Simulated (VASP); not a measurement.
VASP ran on this input.

POSCAR:
```
FePt
1
    2.6858778018     0.0402881670     0.0000000000
    0.0402881670     2.6858778018     0.0000000000
    0.0000000000     0.0000000000     3.7129745387
Fe Pt
1 1
Direct
  0.0000000000   0.0000000000   0.0000000000
  0.5000000000   0.5000000000   0.5000000000
```

INCAR:
```
# general
SYSTEM  = FePt
PREC    = Accurate
ENCUT   = 480
LREAL   = .FALSE.
LASPH   = .TRUE.

# electronic loop
EDIFF   = 1E-7
NELM    = 100
ALGO    = Normal
LMAXMIX = 6

# smearing
ISMEAR  = 1
SIGMA   = 0.1

# functional
GGA     = PS

# spin
ISPIN   = 2
MAGMOM  = 2.9 0.3

# ions
IBRION  = 2
NSW     = 30
ISIF    = 2
EDIFFG  = -0.01

# output
LWAVE   = .FALSE.
LCHARG  = .FALSE.
LORBIT  = 10
```

**KPOINTS**
```
Regular mesh
0
gamma
12 12 10
```

POTCAR, in this order: Fe Pt (PBE.64 set). Program: vasp_std.

### Question
Write an equivalent input for Quantum ESPRESSO's pw.x.

### Answer
One equivalent input (not run):
```
&CONTROL
  calculation = 'relax'
  pseudo_dir = './pseudo'
  outdir = './out'
  tprnfor = .true.
  tstress = .true.
  nstep = 30
  forc_conv_thr = 0.00039
/
&SYSTEM
  ibrav = 0
  nat = 2
  ntyp = 2
  ecutwfc = 90
  occupations = 'smearing'
  smearing = 'methfessel-paxton'
  degauss = 0.00735
  input_dft = 'pbesol'
  nspin = 2
  starting_magnetization(1) = 0.29
  starting_magnetization(2) = 0.03
/
&ELECTRONS
  conv_thr = 7.3e-09
  electron_maxstep = 100
/
&IONS
/
ATOMIC_SPECIES
  Fe 55.845 Fe.upf
  Pt 195.084 Pt.upf
CELL_PARAMETERS angstrom
     2.6858778    0.0402882    0.0000000
     0.0402882    2.6858778    0.0000000
     0.0000000    0.0000000    3.7129745
ATOMIC_POSITIONS crystal
  Fe   0.0000000  0.0000000  0.0000000
  Pt   0.5000000  0.5000000  0.5000000
K_POINTS automatic
  12 12 10 0 0 0
```
Limits of the translation: the potentials are each code's own (VASP's PAW set, PseudoDojo norm-conserving files in pw.x), so ENCUT and ecutwfc are chosen apart and not converted; conv_thr bounds pw.x's estimated SCF error, while EDIFF bounds the energy change between steps; starting_magnetization is a fraction of the valence charge and MAGMOM a moment in μB, so they match only roughly; forc_conv_thr acts on force components and is met together with etot_conv_thr.

The compound is FePt in the L1_0 structure. This cell was strained or had an atom moved on purpose.
